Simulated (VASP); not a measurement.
The system is Hf3SnS4.

```
Hf Sn S
1.0
     5.57000    0.00000    0.00000
     0.00000    5.57000    0.00000
     0.00000    0.00000    5.57000
Hf Sn S
3 1 4
Direct
  0.50000 0.00000 0.50000
  0.50000 0.50000 0.00000
  0.00000 0.50000 0.50000
  0.00000 0.00000 0.00000
  0.50000 0.00000 0.00000
  0.50000 0.50000 0.50000
  0.00000 0.50000 0.00000
  0.00000 0.00000 0.50000
```

The cell was built by a generator and needn't be a form met in nature.

```yaml
Program: VASP 6.6.1
Task: relaxation of cell and atoms
Functional: PBE
Potentials_or_basis: VASP PAW PBE potentials, release 64 (Hf_pv, Sn_d, S)
Cutoff: 520 eV
k_mesh: 3 × 3 × 3
Occupations: gaussian, width 0.15 eV
Spin: no spin polarisation
```

At the start: pressure -11.6 GPa; volume 21.60 Å³/atom.

Where does the relaxation end?

Over 3 steps the energy falls by 130.2 meV/atom and the volume is 18.59 Å³/atom (-13.9 %); space group Pm-3m (No. 221, to 0.05 Å).

Step by step:
| step | energy change (eV) | largest force (eV/Å) | pressure (GPa) | volume (Å³) |
| --- | --- | --- | --- | --- |
| 1 | 0.0000 | 0.0000 | -11.56 | 172.81 |
| 2 | -0.6224 | 0.0000 | 12.00 | 136.70 |
| 3 | -1.0414 | 0.0000 | -0.24 | 148.76 |

Final structure:
```cif
data_structure
_symmetry_space_group_name_H-M 'P 1'
_symmetry_Int_Tables_number 1
_cell_length_a 5.2986
_cell_length_b 5.2986
_cell_length_c 5.2986
_cell_angle_alpha 90.000
_cell_angle_beta 90.000
_cell_angle_gamma 90.000
_cell_volume 148.76
loop_
_atom_site_label
_atom_site_type_symbol
_atom_site_fract_x
_atom_site_fract_y
_atom_site_fract_z
_atom_site_occupancy
Hf1 Hf 0.50000 0.00000 0.50000 1
Hf2 Hf 0.50000 0.50000 0.00000 1
Hf3 Hf 0.00000 0.50000 0.50000 1
Sn1 Sn 0.00000 0.00000 0.00000 1
S1 S 0.50000 0.00000 0.00000 1
S2 S 0.50000 0.50000 0.50000 1
S3 S 0.00000 0.50000 0.00000 1
S4 S 0.00000 0.00000 0.50000 1
```

Caveat: the k mesh is coarse (spacing up to 0.38 Å⁻¹), so the values aren't converged.
